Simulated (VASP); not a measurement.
Data:

```
Ga
1.0
    2.30520    -3.90660     0.00000
    2.30520     3.90660     0.00000
    0.00000     0.00000     4.62060
Ga
4
Direct
  0.15490   0.84510   0.91900
  0.34510   0.65490   0.41900
  0.65490   0.34510   0.58100
  0.84510   0.15490   0.08100
```

Computed with PBE GGA, VASP's PBE PAW potentials (set 64) (plane waves; VASP). Settings: 400 eV cut-off, 6×6×5 Γ-centred mesh, first-order Methfessel-Paxton smearing of 0.10 eV, potentials Ga_d.

Energy and stress use the plane-wave basis of the starting cell.

Q: The ions, cell shape and volume are relaxed. Which structure does the run end with?

A: 
```
Ga
1.0
    2.30330    -3.85517     0.00000
    2.30330     3.85517     0.00000
    0.00000     0.00000     4.55988
Ga
4
Cartesian
  2.30330   2.65199   4.18956
  2.30330   1.20318   1.90963
  2.30330  -1.20318   2.65025
  2.30330  -2.65199   0.37031
```
Space group Cmce (64), at a tolerance of 0.03 Å.

Q: How do energy and volume change from the first to the last step?

A: The energy (σ→0) changes by -3.4 meV/atom and the volume by -2.7 %, in 10 ionic steps.

The compound is Ga in the alpha structure. This run relaxes it. Symmetry was kept, so distortions that lower it aren't found.
